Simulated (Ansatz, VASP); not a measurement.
**Os (linear Os chain): VASP beside Ansatz**

Aim: how closely do two programs agree when they are given the same cell, functional and k mesh? The structure shown is the end of the Ansatz relaxation below. Other levels of theory on this material are compared in a session of their own.

Program: Ansatz 0.2.0. Level of theory: plane waves, with VASP 6.6.1 beside it; single point at PBEsol. Results are calculated unless marked as measured.

### 1. Set-up

The cell holds 1 atom: 1 Os. Its edges and angles: a = 7.500 Å, b = 7.500 Å, c = 2.223 Å, α = 90.0°, β = 90.0°, γ = 90.0°. Vacuum lies along a and b. The structure's axis is c.

As a file:

```cif
data_structure
_symmetry_space_group_name_H-M 'P 1'
_symmetry_Int_Tables_number 1
_cell_length_a 7.5000
_cell_length_b 7.5000
_cell_length_c 2.2226
_cell_angle_alpha 90.000
_cell_angle_beta 90.000
_cell_angle_gamma 90.000
_cell_volume 125.02
loop_
_atom_site_label
_atom_site_type_symbol
_atom_site_fract_x
_atom_site_fract_y
_atom_site_fract_z
_atom_site_occupancy
Os1 Os 0.50000 0.50000 0.00000 1
```

### 2. Ansatz: relaxation, PBEsol

Ansatz runs on its default PAW (the set named soft_2) files.

This run makes the geometry at which the two programs are then compared.

Contents of input.yaml:

```yaml
crystal:
  lattice:
    - [7.5, 0.0, 0.0]
    - [0.0, 7.5, 0.0]
    - [0.0, 0.0, 2.6784]
  atoms:
    - { symbol: Os, position: [0.5, 0.5, 0.0], spin: 1.5 }
magnetization:
  spin_polarized: true
kpoints:
  mp_grid: { grid: [1, 1, 30] }
scf:
  occupations: { method: fermi_dirac, width: 0.05 }
hamiltonian:
  xc: pbesol
relax:
  cell: { fix: [a, b, alpha, beta, gamma] }
  max_steps: 60
```

Started as:

```
ansatz run input.yaml --threads 4 --pin off --max-ram 8192MiB --backend cpu --events-out ev --progress --plain --runs-dir out
```

Numbers of over 12 decimals in the logs are rounded to 6 here.

Output:

```text
Engine: ansatz 0.2.0, aarch64-unknown-linux-gnu
Pseudopotentials: kind: paw
Pseudopotential: Os, paw, valence charge 16, recommended cutoff 420 eV (normal), Os.paw.azcp
Functional definition: PBEsol
  exchange = pbesol_x
  correlation = pbesol_c
Crystal: 1 atoms, lattice volume = 150.660 Å³
Basis set: ecut = 420 eV, 3009 PW (Γ), exchange–correlation on 108×108×36 points (8 copies of the dense FFT grid, shifted against one another)
Bands: 13, of which v1, the nominal top of the filled ones, is band 8 counted from 1 (7 counted from 0)
Symmetry: 16 space group operations
Space group: P4/mmm (ITA 123), of the structure as read, at distance tolerance 5.3e-5 Å
Magnetic group: BNS 123.339 (UNI 999), of the structure as read, at distance tolerance 5.3e-5 Å
k-points: 16 of 30
Non-local potential: Os, projectors of the file, l = 0: 3, l = 1: 2, l = 2: 2, l = 3: 1
PAW form: soft (Blöchl's): semilocal exchange-correlation on the pseudo side does not see the compensation charge
PAW frozen core: Os, regenerated for the run's functional, and the local potential with it (the file was generated under x = pbe(κ = 0.804, μ = 0.219515), c = pbe(β = 0.066725))
PAW one-centre angular grid: Os, 590 points (default); XC on 64 Gauss nodes
Initial density: superposition of atomic densities (neutral atoms: chi_scale 0, normalization atom)
Starting moments: Σ|m| = 1.5 μB on 1 of 1 site
Initial wavefunctions: pseudopotential atomic-orbital guess
Functional: x = pbesol(κ = 0.804, μ = 0.123457), c = pbesol(β = 0.046)
iter 1 solved again at ethr=1.01e-3 eV; its pass at ethr=3.10e-3 eV (dr2=1.62e-1 eV) is discarded
SCF iter   1: F=—  HF=-11244.149530 eV  |F-HF|=—  |Δ(HF+E_count)|=         —  Δρ=1.27e-2 (↑1.25e-2 ↓1.27e-2)  dr2=1.64e-1  dr2_m=1.93e-1  M=1.793 μB ∫|m|=1.793 μB  β_m=0.30  ethr=1.01e-3  ⟨swp⟩=1.0  Hψ=2965  notcnv=0
Mixer restart at iter 1: flushing history
preconditioner: auto → LDOS  [metal: Δε(μ)=0.042 eV  Ē_g=5.129 eV  σ=0.050 eV  W_gap=0.20  n_scr=20 (ndim 8)  ℏωp=8.6 eV  f_vac=0.656  D(μ)=3.72/eV (n_scr^D=20)]
spin=Collinear: LDOS preconditioning applied to the charge; magnetization (m = ρ↑ − ρ↓) channel mixes plain (no charge-response kernel on spin).
SCF iter   2: F=—  HF=-11244.392762 eV  |F-HF|=—  |Δ(HF+E_count)|=         —  Δρ=1.70e-2 (↑1.27e-2 ↓1.70e-2)  dr2=9.82e-2  dr2_m=2.92e-1  M=2.472 μB ∫|m|=2.473 μB  β_m=1.00  ethr=1.01e-3  ⟨swp⟩=2.1  Hψ=552  notcnv=0
Mixer restart at iter 2: flushing history
SCF iter   3: F=—  HF=-11244.455347 eV  |F-HF|=—  |Δ(HF+E_count)|=   6.26e-2  Δρ=2.18e-3 (↑2.08e-3 ↓2.18e-3)  dr2=1.87e-2  dr2_m=2.16e-3  M=2.480 μB ∫|m|=2.483 μB  β_m=0.30  ethr=3.13e-4  ⟨swp⟩=3.3  Hψ=1077  notcnv=0
SCF iter   4: F=—  HF=-11244.457722 eV  |F-HF|=—  |Δ(HF+E_count)|=   2.38e-3  Δρ=1.60e-3 (↑1.29e-3 ↓1.60e-3)  dr2=8.68e-3  dr2_m=1.08e-3  M=2.508 μB ∫|m|=2.511 μB  β_m=0.52  ethr=1.17e-4  ⟨swp⟩=1.9  Hψ=583  notcnv=0
SCF iter   5: F=—  HF=-11244.463095 eV  |F-HF|=—  |Δ(HF+E_count)|=   5.37e-3  Δρ=1.10e-3 (↑7.04e-4 ↓1.10e-3)  dr2=1.77e-3  dr2_m=6.62e-4  M=2.566 μB ∫|m|=2.568 μB  β_m=0.76  ethr=5.43e-5  ⟨swp⟩=2.5  Hψ=639  notcnv=0
SCF iter   6: F=—  HF=-11244.465087 eV  |F-HF|=—  |Δ(HF+E_count)|=   1.99e-3  Δρ=4.63e-4 (↑2.50e-4 ↓4.63e-4)  dr2=1.18e-4  dr2_m=1.36e-4  M=2.610 μB ∫|m|=2.613 μB  β_m=0.88  ethr=1.11e-5  ⟨swp⟩=2.9  Hψ=836  notcnv=0  defer=3
SCF iter   7: F=—  HF=-11244.465295 eV  |F-HF|=—  |Δ(HF+E_count)|=   2.08e-4  Δρ=3.70e-4 (↑9.64e-5 ↓3.70e-4)  dr2=5.70e-5  dr2_m=5.80e-5  M=2.619 μB ∫|m|=2.621 μB  β_m=0.94  ethr=7.36e-7  ⟨swp⟩=2.0  Hψ=742  notcnv=0  defer=3
SCF iter   8: F=—  HF=-11244.465469 eV  |F-HF|=—  |Δ(HF+E_count)|=   1.74e-4  Δρ=3.43e-4 (↑3.59e-5 ↓3.43e-4)  dr2=4.49e-5  dr2_m=4.60e-5  M=2.623 μB ∫|m|=2.626 μB  β_m=0.97  ethr=3.56e-7  ⟨swp⟩=2.1  Hψ=661  notcnv=0  defer=3
SCF iter   9: F=—  HF=-11244.465670 eV  |F-HF|=—  |Δ(HF+E_count)|=   2.01e-4  Δρ=2.90e-4 (↑2.81e-5 ↓2.90e-4)  dr2=3.17e-5  dr2_m=3.32e-5  M=2.627 μB ∫|m|=2.630 μB  β_m=0.17  ethr=2.81e-7  ⟨swp⟩=2.0  Hψ=691  notcnv=0  defer=3
SCF iter  10: F=—  HF=-11244.465785 eV  |F-HF|=—  |Δ(HF+E_count)|=   1.15e-4  Δρ=1.92e-4 (↑8.84e-5 ↓1.92e-4)  dr2=1.82e-5  dr2_m=1.89e-5  M=2.626 μB ∫|m|=2.629 μB  β_m=0.20  ethr=1.98e-7  ⟨swp⟩=2.2  Hψ=799  notcnv=0  defer=3
SCF iter  11: F=—  HF=-11244.465901 eV  |F-HF|=—  |Δ(HF+E_count)|=   1.17e-4  Δρ=9.55e-5 (↑9.55e-5 ↓9.36e-5)  dr2=1.08e-5  dr2_m=9.46e-6  M=2.630 μB ∫|m|=2.633 μB  β_m=0.56  ethr=1.14e-7  ⟨swp⟩=2.2  Hψ=749  notcnv=0  defer=3
SCF iter  12: F=—  HF=-11244.465915 eV  |F-HF|=—  |Δ(HF+E_count)|=   1.31e-5  Δρ=1.45e-4 (↑4.22e-5 ↓1.45e-4)  dr2=9.78e-6  dr2_m=6.90e-6  M=2.637 μB ∫|m|=2.640 μB  β_m=0.66  ethr=6.74e-8  ⟨swp⟩=2.9  Hψ=805  notcnv=0  defer=3
SCF iter  13: F=—  HF=-11244.465911 eV  |F-HF|=—  |Δ(HF+E_count)|=   3.75e-6  Δρ=1.13e-4 (↑5.21e-6 ↓1.13e-4)  dr2=4.94e-6  dr2_m=4.66e-6  M=2.633 μB ∫|m|=2.636 μB  β_m=0.64  ethr=6.11e-8  ⟨swp⟩=3.3  Hψ=949  notcnv=0  defer=3
[...]
SCF 6 converged in 11 iterations: F = -11245.569848 eV  dr2 = 8.62e-14
relax step   6: F+E_penalty+E_count = -11245.56984843 eV  Δ(F+E_penalty+E_count) = -5.740e-2 eV  max|allowed force component| = 0.000e0 eV/Å  Δτ_max = 0.0000 Å  P = -0.060 GPa  Ω = 124.954 Å³  energy of the carried Pulay correction = +6.735e-4 eV  fix = [a, b, alpha, beta, gamma]  reactions: a -0.134, b -0.134 GPa  (11 SCF iters, accepted)
[...]
relax step   7: F+E_penalty+E_count = -11245.56986121 eV  Δ(F+E_penalty+E_count) = -1.278e-5 eV  max|allowed force component| = 0.000e0 eV/Å  Δτ_max = 0.0000 Å  P = -0.095 GPa  Ω = 125.019 Å³  energy of the carried Pulay correction = +6.715e-4 eV  fix = [a, b, alpha, beta, gamma]  reactions: a -0.134, b -0.134 GPa  (6 SCF iters, dr2 threshold 1.91e-8 eV, accepted)
[...]
relax step   8: F+E_penalty+E_count = -11245.56890121 eV  Δ(F+E_penalty+E_count) = +9.600e-4 eV  max|allowed force component| = 0.000e0 eV/Å  Δτ_max = 0.0000 Å  P = -0.095 GPa  Ω = 125.019 Å³  fix = [a, b, alpha, beta, gamma]  reactions: a -0.133, b -0.133 GPa  stress off target by 1.81e-2 GPa on what of the cell is left free  SCF on the basis re-selected at this cell (its energy is not comparable with the rows above)  (8 SCF iters)
basis re-selected at this cell: Δ(F+E_penalty+E_count) = +9.600e-4 eV, ΔP = +0.000 GPa vs the last step (what re-selecting the basis moved, of the pressure what is left beyond the Pulay correction that the steps carried, after the strain that the cell walked since its last selection, with what the two solves' SCF thresholds leave and, on support functions, any second-order correction that the steps lacked; it is no measure of the basis error at this ecutwfc). The dense FFT grid was sized anew with the basis: this SCF ran on 54×54×15 points, the steps before it on 54×54×18, so part of this shift can come from that change (see relax.cell in the input reference). [rest of the remark cut]
SCF converged after 8 iterations
Magnetization: -0.0000 μB (8.0000 up, 8.0000 down)
Absolute magnetization: 0.0000 μB (∫|ρ↑−ρ↓|, with the PAW one-centre terms)
Spin contamination: 0.0000 ħ² per cell (⟨S²⟩ above its minimum at these occupations)
Per-site moments (μB) at R_I (Å): [(-1.2958065112888544e-7, 0.916809)]
Free energy (F): -11245.568901 eV
Harris-Foulkes:  -11245.568901 eV  (|F-HF|=0.00e0)
Internal energy: -11245.549721 eV  (E = F + TS)
E sigma→0 (E₀):  -11245.559311 eV
Entropy (-TS):   -0.019181 eV (-19.181 meV/atom)
Fermi energy:    -1.962153 eV
--- Per-component energies (eV) ---
  E_band       = -491.098439
  E_kinetic    = 561.388549
  E_local      = -4076.318648  (includes V_loc(G=0)·N_el)
  E_nonlocal   = 3.511628
  E_hartree    = 1755.215623
  E_xc         = -260.270234
  E_vxc        = -277.054820  (∫ρ·V_xc dr)
  E_paw        = -8880.650797  (= ΣΔE_a)
  E_vpaw       = -213.056326  (= ΣTr[D̂ρ^β])
  E_aug_tail   = -0.000074  (compensation charges beyond the density's cutoff)
  E_ewald      = -348.673701
  E_core_change = 0.247933  (= ΣΔE_core)
  E_smearing   = -0.019181  (= −TS)
  E_closure    = 0.000000  (closes the sum)
  Σ components = -11245.568901   (vs F -11245.568901, Δ=0.00e0)
--- Forces (eV/Å), atoms counted from 1 ---
  atom   1  Os     0.00000000     0.00000000     0.00000000
  max |Σ_I F_I| component: 0.00e0 eV/Å
--- Stress (GPa, compression-positive) ---
       -0.132695       0.000000       0.000000
        0.000000      -0.132695       0.000000
        0.000000       0.000000      -0.018147
  P = ⅓ Tr σ = -0.0945 GPa (-0.945 kbar)
--- Relaxed structure (7 steps of the walk, 6 accepted, 1 SCFs on fresh bases) ---
  F+E_penalty+E_count = -11245.56890121 eV   max|allowed force component| = 0.000e0 eV/Å   (the final SCF, on the basis selected at the relaxed cell)
  cell:  # Å, volume = 125.0194 Å³
    - [7.5, 0.0, 0.0]
    - [0.0, 7.5, 0.0]
    - [0.0, 0.0, 2.222566]
  atoms:
    - { symbol: Os, position: [0.5, 0.5, 0.0] }
```

Reading the cycles: dr2 is the Hartree energy of the density residual (eV), the measure of convergence; HF is the Harris–Foulkes estimate of the energy, which meets the free energy F at convergence.

### 3. VASP: single point, PBEsol

The same cell, functional, mesh and smearing now go to VASP, with its own data sets.

Lines of VASP's logs that name or quote its potential files are left out, and so is its time.

Contents of INCAR:

```
SYSTEM = Os
PREC = Accurate
ENCUT = 600
EDIFF = 1E-06
NELM = 200
ISMEAR = -1
SIGMA = 0.05
LREAL = .FALSE.
ALGO = Normal
GGA = PS
NBANDS = 10
ISPIN = 2
MAGMOM = -0
LASPH = .TRUE.
LMAXMIX = 4
LORBIT = 11
LWAVE = .FALSE.
LCHARG = .FALSE.
ISIF = 2
GGA_COMPAT = .FALSE.
KPAR = 2
```

Contents of POSCAR:

```
Os
1.0
    7.5000000000      0.0000000000      0.0000000000
    0.0000000000      7.5000000000      0.0000000000
    0.0000000000      0.0000000000      2.2225662757
Os
1
Direct
    0.5000000000      0.5000000000      0.0000000000
```

Contents of KPOINTS:

```
Automatic mesh
0
Gamma
1 1 30
0 0 0
```

Potentials, in the order of the species: Os (PBE family, release 64).

Started as:

```
mpirun -np 2 vasp_std
```

Output:

```text
[banner, memory and clock lines left out]
running    2 mpi-ranks, on    1 nodes
 distrk:  each k-point on    1 cores,    2 groups
 distr:  one band on    1 cores,    1 groups

 POSCAR found type information on POSCAR Os
 POSCAR found :  1 types and       1 ions
|                                                                             |
|               ----> ADVICE to this user running VASP <----                  |
|                                                                             |
|     You enforced a specific xc type in the INCAR file but a different       |
|     [... a line on the potential file left out ...]
|     I HOPE YOU KNOW WHAT YOU ARE DOING!                                     |
|                                                                             |

 LDA part: xc-table for (Slater+PW92), standard interpolation
 POSCAR, INCAR and KPOINTS ok, starting setup
 FFT: planning ... GRIDC
 FFT: planning ... GRID_SOFT
 FFT: planning ... GRID
 WAVECAR not read
 entering main loop
       N       E                     dE             d eps       ncg     rms          rms(c)
DAV:   1     0.421364692144E+02    0.42136E+02   -0.28059E+03   640   0.623E+02
DAV:   2    -0.340848167258E+01   -0.45545E+02   -0.40084E+02   988   0.128E+02
DAV:   3    -0.700819462365E+01   -0.35997E+01   -0.34178E+01   806   0.381E+01
DAV:   4    -0.705179545759E+01   -0.43601E-01   -0.43512E-01   712   0.445E+00
DAV:   5    -0.705226821749E+01   -0.47276E-03   -0.47274E-03   726   0.414E-01    0.735E+00
DAV:   6    -0.685589530070E+01    0.19637E+00   -0.48198E-01   758   0.387E+00    0.379E+00
DAV:   7    -0.681658181586E+01    0.39313E-01   -0.59702E-02   642   0.150E+00    0.956E-01
DAV:   8    -0.681284896455E+01    0.37329E-02   -0.42587E-03   674   0.450E-01    0.802E-02
DAV:   9    -0.681273270405E+01    0.11626E-03   -0.51088E-04   742   0.132E-01    0.364E-02
DAV:  10    -0.681272344569E+01    0.92584E-05   -0.57534E-05   704   0.606E-02    0.162E-02
DAV:  11    -0.681272238843E+01    0.10573E-05   -0.33577E-06   672   0.176E-02    0.103E-02
DAV:  12    -0.681272246293E+01   -0.74498E-07   -0.16417E-05   688   0.183E-02    0.455E-03
DAV:  13    -0.681272772689E+01   -0.52640E-05   -0.22135E-06   640   0.102E-02    0.181E-03
DAV:  14    -0.681272835091E+01   -0.62402E-06   -0.46748E-07   640   0.470E-03
   1 F= -.68127284E+01 E0= -.68034228E+01  d E =-.186111E-01  mag=    -0.0000
```

OUTCAR, selected parts (step 3):

```text
ion  position               nearest neighbor table
   1  0.500  0.500  0.000-

  LATTYP: Found a simple tetragonal cell.
 ALAT       =     7.5000000000
 C/A-ratio  =     0.2963421701

 Subroutine GETGRP returns: Found 16 space group operations
 (whereof 16 operations were pure point group operations)

The static configuration has the point symmetry D_4h.

 Found     16 irreducible k-points:

   k-points           NKPTS =     16   k-points in BZ     NKDIM =     16   number of bands    NBANDS=     10

   dimension x,y,z NGX =    60 NGY =   60 NGZ =   18
   dimension x,y,z NGXF=   120 NGYF=  120 NGZF=   36

   ENCUT  =  600.0 eV  44.10 Ry    6.64 a.u.  14.98 14.98  4.44*2*pi/ulx,y,z

   NELECT =       8.0000    total number of electrons

 k-points in reciprocal lattice and weights: Automatic mesh
   0.00000000  0.00000000  0.00000000       0.033
   0.00000000  0.00000000  0.03333333       0.067
   0.00000000  0.00000000  0.06666667       0.067
   0.00000000  0.00000000  0.10000000       0.067
   0.00000000  0.00000000  0.13333333       0.067
   0.00000000  0.00000000  0.16666667       0.067
   0.00000000  0.00000000  0.20000000       0.067
   0.00000000  0.00000000  0.23333333       0.067
   0.00000000  0.00000000  0.26666667       0.067
[...]
0.00000000  0.00000000  0.46666667       0.067
   0.00000000  0.00000000  0.50000000       0.033

 average (electrostatic) potential at core
       1 -55.3590

 E-fermi :  -3.8261

 spin component 1
 k-point     1 :       0.0000    0.0000    0.0000
  band No.  band energies     occupation
      1     -10.9582      1.00000
      2      -6.2608      1.00000
      3      -5.3814      1.00000
      4      -5.3729      1.00000
      5      -1.1585      0.00000
      6      -1.1585      0.00000
      7      -0.2285      0.00000
      8      -0.2285      0.00000
      9       1.2093      0.00000
    ...

 k-point     2 :       0.0000    0.0000    0.0333
  band No.  band energies     occupation
      1     -10.8427      1.00000
      2      -6.2323      1.00000
      3      -5.3629      1.00000
      4      -5.3545      1.00000
      5      -1.3798      0.00000
      6      -1.3798      0.00000
      7      -0.0924      0.00000
      8      -0.0924      0.00000
      9       1.2423      0.00000
    ...

 k-point     3 :       0.0000    0.0000    0.0667
  band No.  band energies     occupation
      1     -10.4992      1.00000
      2      -6.1469      1.00000
      3      -5.3077      1.00000
      4      -5.2995      1.00000
      5      -1.8753      0.00000
      6      -1.8753      0.00000
      7       0.1669      0.00000
      8       0.1669      0.00000
      9       1.3412      0.00000
    ...

 k-point     4 :       0.0000    0.0000    0.1000
  band No.  band energies     occupation
      1      -9.9361      1.00000
      2      -6.0055      1.00000
      3      -5.2173      1.00000
      4      -5.2094      1.00000
      5      -2.5014      0.00000
      6      -2.5014      0.00000
      7       0.4546      0.00000
      8       0.4546      0.00000
      9       1.5062      0.00000
    ...

 k-point     5 :       0.0000    0.0000    0.1333
  band No.  band energies     occupation
      1      -9.1676      1.00000
      2      -5.8093      1.00000
      3      -5.0938      1.00000
      4      -5.0865      1.00000
      5      -3.1987      0.00000
      6      -3.1987      0.00000
      7       0.7680      0.00000
      8       0.7680      0.00000
      9       1.7370      0.00000
    ...

 k-point     6 :       0.0000    0.0000    0.1667
  band No.  band energies     occupation
    ...
      2      -5.5603      1.00000
      3      -4.9408      1.00000
      4      -4.9340      1.00000
      5      -3.9276      0.88391
      6      -3.9276      0.88391
      7       1.1183      0.00000
      8       1.1183      0.00000
      9       2.0339      0.00000
     10       3.3716      0.00000

  Total       -0.1053243     -0.1053243     -0.7209307      0.0000000      0.0000000      0.0000000
  in kB       -1.3497762     -1.3497762     -9.2390408      0.0000000      0.0000000      0.0000000
  external PRESSURE =      -3.9795310 kB  Pullay stress =       0.0000000 kB

  energy-cutoff  :      600.00
  volume of cell :      125.02
      direct lattice vectors                 reciprocal lattice vectors
     7.500000000  0.000000000  0.000000000     0.133333333  0.000000000  0.000000000
     0.000000000  7.500000000  0.000000000     0.000000000  0.133333333  0.000000000
     0.000000000  0.000000000  2.222566276     0.000000000  0.000000000  0.449930340

 POSITION                                       TOTAL-FORCE (eV/Angst)
 -----------------------------------------------------------------------------------
      3.75000      3.75000      0.00000         0.000000      0.000000      0.000000
 -----------------------------------------------------------------------------------
    total drift:                                0.000000      0.000000     -0.000000

  FREE ENERGIE OF THE ION-ELECTRON SYSTEM (eV)
  ---------------------------------------------------
  free  energy   TOTEN  =        -6.8127283509 eV

  energy  without entropy=       -6.7941172206  energy(sigma->0) =       -6.80342279

 total charge
# of ion       s       p       d       tot
------------------------------------------
    1        0.723   0.289   6.081   7.093

 magnetization (x)
# of ion       s       p       d       tot
------------------------------------------
    1       -0.000  -0.000  -0.000  -0.000

[... 6 further parts left out ...]
```

### 4. Side by side

Known differences besides the potentials themselves: the data sets hold 16 valence electrons in Ansatz (on its default PAW (the set named soft_2) files) and 8 in VASP; the cutoff is 420 eV in Ansatz and 600 eV in VASP; Ansatz makes its cores anew for this functional, VASP keeps those of its PBE data sets; Ansatz's pressure holds a Pulay correction, VASP's none. Total energies have different zeros and are not compared.

The two programs side by side:

```
      quantity  Ansatz   VASP  difference
pressure (GPa)   -0.09  -0.40       +0.30
```

### 5. Summary of results

| Item | Value |
| --- | --- |
| difference in pressure (single point, PBEsol) | 0.30 GPa |

What this shows: The difference in pressure is 0.30 GPa (single point, PBEsol), within the 1 GPa picked in this series as the mark of a large difference. The data sets hold unlike numbers of valence electrons (16 in Ansatz and 8 in VASP), so part of the differences comes from the potentials. 3 further runs of this series are not shown here. Such differences can come from data sets, numerical settings and the points named under the comparisons, not from the functional's error against experiment.

[Lines on the potential files, build, host, timing and source positions are cut from VASP's logs without a mark.]

[Logs are printed without paths, hosts, clocks, repeated set-up lines and the standing remarks that a program may print on its own settings, such as how far it seeks lower states.]

[Hosts, paths, dates, database ids (printed as entryN), source tags and the programs' standing remarks are cut or masked in the printed files.]
